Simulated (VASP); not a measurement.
```yaml
crystal:
  lattice:
    - [0.00000, 2.84713, 2.84713]
    - [2.84713, 0.00000, 2.84713]
    - [2.84713, 2.84713, 0.00000]
  atoms:
    - { symbol: Zn, position: [0.00000, 0.00000, 0.00000] }
    - { symbol: Se, position: [0.25000, 0.25000, 0.25000] }
```

These are RPBE GGA, VASP's PBE PAW potentials (set 64) (plane waves; VASP) values and carry that method's errors. Settings: 520 eV cut-off, 8×8×8 Γ-centred mesh, Gaussian smearing of 0.050 eV, potentials Zn Se.

Q: Estimate the energy per atom (σ→0), pressure, band gap (on the k-mesh) with the smallest direct gap where there is one.

A: 
| Item | Value |
|---|---|
| band gap (on the k-mesh) | 1.40 eV |
| smallest direct gap (on the k-mesh) | 1.40 eV |
| energy per atom (σ→0) | -2.681 eV/atom |
| pressure | 36.3 kbar |

Total energies compare only between runs with the same potentials, cut-off and functional.

The compound is ZnSe in the zinc blende structure. This cell is one point of a volume scan, at 0.94 of the reference volume.
